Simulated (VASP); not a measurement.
Energy against volume of Pt (fcc). Method: revTPSS meta-GGA, VASP's PBE PAW potentials (set 64) (plane waves; VASP). Settings: 520 eV cut-off, 16×16×16 Γ-centred mesh, first-order Methfessel-Paxton smearing of 0.10 eV, potentials Pt.

| V (Å³/atom) | E (eV/atom) |
|---|---|
| 14.550 | 34.58643 |
| 15.000 | 34.57251 |
| 15.450 | 34.58336 |
| 15.900 | 34.61460 |

Task: Fit these four points and predict the energy of the run at 14.100 Å³/atom.

Result: A cubic in V^(−2/3), the third-order Birch-Murnaghan form, passes through the four points with V0 = 15.01 Å³/atom and B0 = 292 GPa, and gives 34.6304 eV/atom there. The run gave 34.6303 eV/atom, -0.1 meV/atom from the fit; all five points give B0 = 291 GPa.

The compound is Pt in the fcc structure. It was relaxed first.
